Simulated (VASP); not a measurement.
Level of theory: r2SCAN meta-GGA, VASP's PBE PAW potentials (set 64) (plane waves; VASP 6.6.1).

VASP input:

### INCAR
```
EDIFFG  =  -0.02   ! ionic stop
ISMEAR  =  1   ! Methfessel-Paxton
ALGO  =  Normal
METAGGA  =  R2SCAN
SIGMA  =  0.1   ! width (eV)
ENCUT  =  400   ! plane-wave cut-off (eV)
LMAXMIX  =  6   ! l cut-off of mixed one-centre charges
PREC  =  Accurate
ISIF  =  3   ! ions, shape and volume
LCHARG  =  .FALSE.
LMIXTAU  =  .TRUE.
IBRION  =  2
SYSTEM  =  PrMg3
EDIFF  =  1E-6   ! SCF stop (eV)
NELM  =  100   ! most electronic steps
LASPH  =  .TRUE.   ! aspherical one-centre terms
NSW  =  60   ! most ionic steps
LWAVE  =  .FALSE.
LREAL  =  .FALSE.   ! projection in real space or not
```

KPOINTS:
```
K-points
0
Gamma
 7 7 7
0 0 0
```

### POSCAR
```
PrMg3
1
    0.0000000000     3.7100226581     3.7100226581
    3.7100226581     0.0000000000     3.7100226581
    3.7100226581     3.7100226581    -0.0000000000
Pr Mg
1 3
Direct
  0.0000000000   1.0000000000   1.0000000000
  0.5000000000   0.5000000000   0.5000000000
  0.7500000000   0.7500000000   0.7500000000
  0.2500000000   0.2500000000   0.2500000000
```

POTCAR, in this order: Pr_3 Mg (PBE.64 set). Program: vasp_std.

Output

### OUTCAR
```
 ion  position               nearest neighbor table
   1  0.000  0.000  0.000-   3 3.21   4 3.21   3 3.21   3 3.21   3 3.21   4 3.21   4 3.21   4 3.21
                             2 3.71   2 3.71   2 3.71   2 3.71   2 3.71   2 3.71
   2  0.500  0.500  0.500-   3 3.21   4 3.21   4 3.21   4 3.21   4 3.21   3 3.21   3 3.21   3 3.21
                             1 3.71   1 3.71   1 3.71   1 3.71   1 3.71   1 3.71
   3  0.750  0.750  0.750-   1 3.21   2 3.21   2 3.21   2 3.21   2 3.21   1 3.21   1 3.21   1 3.21
  LATTYP: Found a face centered cubic cell.
 ALAT       =     7.4200453162
 Subroutine PRICEL returns:
 Original cell was already a primitive cell.
 Subroutine GETGRP returns: Found 48 space group operations
The static configuration has the point symmetry O_h .
The dynamic configuration has the point symmetry O_h .
 Subroutine INISYM returns: Found 48 space group operations
 Subroutine IBZKPT returns following result:
 Found     20 irreducible k-points:

 Following reciprocal coordinates:
            Coordinates               Weight
  0.000000  0.000000  0.000000      1.000000
  0.142857  0.000000  0.000000      8.000000
  0.285714  0.000000  0.000000      8.000000
  0.428571  0.000000  0.000000      8.000000
  0.142857  0.142857  0.000000      6.000000
  0.285714  0.142857  0.000000     24.000000
  0.428571  0.142857  0.000000     24.000000
 -0.428571  0.142857  0.000000     24.000000
 -0.285714  0.142857  0.000000     24.000000
 -0.142857  0.142857  0.000000     12.000000
  0.285714  0.285714  0.000000      6.000000
  0.428571  0.285714  0.000000     24.000000
 -0.428571  0.285714  0.000000     24.000000
 -0.285714  0.285714  0.000000     12.000000
  0.428571  0.428571  0.000000      6.000000
 -0.428571  0.428571  0.000000     12.000000
  0.428571  0.285714  0.142857     24.000000
 -0.428571  0.285714  0.142857     48.000000
 -0.428571  0.428571  0.142857     24.000000
 -0.285714  0.428571  0.142857     24.000000
   k-points           NKPTS =     20   k-points in BZ     NKDIM =     20   number of bands    NBANDS=     12
   number of dos      NEDOS =    301   number of ions     NIONS =      4
   total plane-waves  NPLWV =  46656
   dimension x,y,z NGX =    36 NGY =   36 NGZ =   36
   dimension x,y,z NGXF=    72 NGYF=   72 NGZF=   72
   ions per type =               1   3
   PREC   = accura    normal or accurate (medium, high low for compatibility)
   ISTART =      0    job   : 0-new  1-cont  2-samecut
   ICHARG =      2    charge: 1-file 2-atom 10-const
   ISPIN  =      1    spin polarized calculation?
   LNONCOLLINEAR =      F non collinear calculations
   LSORBIT =      F    spin-orbit coupling
   INIWAV =      1    electr: 0-lowe 1-rand  2-diag
   ENCUT  =  400.0 eV  29.40 Ry    5.42 a.u.   8.56  8.56  8.56*2*pi/ulx,y,z
   NELM   =    100;   NELMIN=  2; NELMDL= -5     # of ELM steps
   EDIFF  = 0.1E-05   stopping-criterion for ELM
   LREAL  =      F    real-space projection
   NLSPLINE    = F    spline interpolate recip. space projectors
   LMAXMIX     =    6 max onsite mixed and CHGCAR
   VOSKOWN=      0    Vosko Wilk Nusair interpolation
   EDIFFG = -.2E-01   stopping-criterion for IOM
   NSW    =     60    number of steps for IOM
   NBLOCK =      1;   KBLOCK =     60    inner block; outer block
   IBRION =      2    ionic relax: 0-MD 1-quasi-New 2-CG
   NFREE  =      1    steps in history (QN), initial steepest desc. (CG)
   ISIF   =      3    stress and relaxation
   ISYM   =      2    0-nonsym 1-usesym 2-fastsym
   TEIN   =    0.0    initial temperature
   TEBEG  =    0.0;   TEEND  =   0.0 temperature during run
   SMASS  =  -3.00    Nose mass-parameter (am)
   PSTRESS=    0.0 pullay stress
   NELECT =      17.0000    total number of electrons
   EFERMI =   0.00;   METHOD = LEGACY
   ISMEAR =     1;   SIGMA  =   0.10  broadening in eV -4-tet -1-fermi 0-gaus
   IALGO  =     38    algorithm
   LDIAG  =      T    sub-space diagonalisation (order eigenvalues)
...
```

File OSZICAR:
```
       N       E                     dE             d eps       ncg     rms          rms(c)
DAV:   1     0.385733190338E+02    0.38573E+02   -0.59618E+03   480   0.962E+02
DAV:   2    -0.423753358338E+02   -0.80949E+02   -0.78481E+02   560   0.207E+02
DAV:   3    -0.463951019267E+02   -0.40198E+01   -0.39552E+01   800   0.386E+01
DAV:   4    -0.465239611945E+02   -0.12886E+00   -0.12844E+00   628   0.700E+00
DAV:   5    -0.465282510615E+02   -0.42899E-02   -0.42883E-02   712   0.109E+00    0.377E+00
DAV:   6    -0.424903028355E+02    0.40379E+01   -0.22679E+00   756   0.900E+00    0.304E+00
DAV:   7    -0.422661544907E+02    0.22415E+00   -0.88990E-01   576   0.760E+00    0.190E+00
DAV:   8    -0.427702605632E+02   -0.50411E+00   -0.21753E+00   592   0.666E+00    0.157E+00
DAV:   9    -0.424252131818E+02    0.34505E+00   -0.12538E+00   568   0.689E+00    0.296E-01
DAV:  10    -0.424181879325E+02    0.70252E-02   -0.88659E-02   604   0.247E+00    0.198E-01
DAV:  11    -0.424316632324E+02   -0.13475E-01   -0.35576E-02   496   0.196E+00    0.163E-01
DAV:  12    -0.424305860282E+02    0.10772E-02   -0.33480E-03   564   0.657E-01    0.114E-01
DAV:  13    -0.424318317822E+02   -0.12458E-02   -0.95562E-04   540   0.324E-01    0.772E-02
DAV:  14    -0.424303381808E+02    0.14936E-02   -0.18251E-03   556   0.428E-01    0.441E-02
DAV:  15    -0.424305141151E+02   -0.17593E-03   -0.18972E-04   592   0.143E-01    0.254E-02
DAV:  16    -0.424305680924E+02   -0.53977E-04   -0.96870E-06   564   0.338E-02    0.250E-02
DAV:  17    -0.424307485684E+02   -0.18048E-03   -0.17209E-04   488   0.127E-01    0.124E-02
DAV:  18    -0.424307447006E+02    0.38678E-05   -0.15069E-05   672   0.287E-02    0.442E-03
DAV:  19    -0.424307416275E+02    0.30731E-05   -0.51449E-06   572   0.169E-02    0.200E-03
DAV:  20    -0.424307416825E+02   -0.55024E-07   -0.12637E-06   308   0.927E-03
   1 F= -.42430742E+02 E0= -.42430655E+02  d E =-.424307E+02
```

OUTCAR:
```
------------------------ aborting loop because EDIFF is reached ----------------------------------------
  FORCE on cell =-STRESS in cart. coord.  units (eV):
  Direction    XX          YY          ZZ          XY          YZ          ZX
  --------------------------------------------------------------------------------------
  Total        0.0310178      0.0310178      0.0310178      0.0000000      0.0000000      0.0000000
  in kB        0.4865882      0.4865882      0.4865882      0.0000000      0.0000000      0.0000000
  external PRESSURE =       0.4865882 kB  Pullay stress =       0.0000000 kB
  volume of cell :      102.13
      direct lattice vectors                 reciprocal lattice vectors
     0.000000000  3.710022658  3.710022658    -0.134770066  0.134770066  0.134770066
     3.710022658  0.000000000  3.710022658     0.134770066 -0.134770066  0.134770066
     3.710022658  3.710022658  0.000000000     0.134770066  0.134770066 -0.134770066
 POSITION                                       TOTAL-FORCE (eV/Angst)
 -----------------------------------------------------------------------------------
      0.00000      0.00000      0.00000        -0.000000      0.000000      0.000000
      3.71002      3.71002      3.71002        -0.000000      0.000000      0.000000
      5.56503      5.56503      5.56503        -0.000000     -0.000000     -0.000000
      1.85501      1.85501      1.85501         0.000000      0.000000      0.000000
 -----------------------------------------------------------------------------------
    total drift:                               -0.000000      0.000000      0.000000
  FREE ENERGIE OF THE ION-ELECTRON SYSTEM (eV)
  ---------------------------------------------------
  free  energy   TOTEN  =       -42.4307416825 eV

  energy  without entropy=      -42.4304810743  energy(sigma->0) =      -42.43065481

 reached required accuracy - stopping structural energy minimisation
```
(Selected blocks of OUTCAR.)

The 4f electrons are frozen in the core of the lanthanide potential, so 4f levels, which can set the real gap, and their magnetism are missing.

The structure comes from a computed database's PrMg3 entry (Fm-3m); how it stands against other phases isn't given here. It was relaxed first. The start is the result of an earlier pass. The electron count is odd and the run is not spin-polarised, which forces a metal.
